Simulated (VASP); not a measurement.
## Al$_{3}$InN$_{4}$ (ordered alloy cell): computed properties

These are PBEsol GGA, VASP's PBE PAW potentials (set 64) (plane waves; VASP) values and carry that method's errors.

space group: Pm (6)
cell: a = 5.192 Å, b = 3.200 Å, c = 5.590 Å, α = 90.00°, β = 90.32°, γ = 90.00°
volume per atom: 11.61 Å^3/atom
band gap (over mesh and band path): 2.07 eV
smallest direct gap (over mesh and band path): 2.07 eV
band-edge character: direct, Γ to Γ
density: 4.50 g/cm³

```cif
data_Al3InN4
_chemical_formula_sum 'In1 Al3 N4'
_space_group_name_H-M_alt 'Pm'
_space_group_IT_number 6
_space_group_name_Hall 'P -2y'
_cell_length_a 5.19241
_cell_length_b 3.19951
_cell_length_c 5.59034
_cell_angle_alpha 90.000
_cell_angle_beta 90.322
_cell_angle_gamma 90.000
loop_
_atom_site_label
_atom_site_type_symbol
_atom_site_symmetry_multiplicity
_atom_site_Wyckoff_symbol
_atom_site_fract_x
_atom_site_fract_y
_atom_site_fract_z
_atom_site_occupancy
In1 In 1 a 0.50258 0.00000 0.33663 1
Al1 Al 1 b 0.00381 0.50000 0.15944 1
Al2 Al 1 b 0.49955 0.50000 0.83307 1
Al3 Al 1 a 0.00127 0.00000 0.67362 1
N1 N 1 a 0.91747 0.00000 0.33542 1
N2 N 1 b 0.36173 0.50000 0.13616 1
N3 N 1 b 0.87196 0.50000 0.83178 1
N4 N 1 a 0.36966 0.00000 0.69388 1
```

Unless said otherwise, spin-orbit coupling is left out, though it shifts the bands of the heavy elements here.

The structure was generated: Al3InN4 was put into an ordered model structure (Pm), which need not be its known phase. It was relaxed first. Symmetry was kept, so distortions that lower it aren't found.
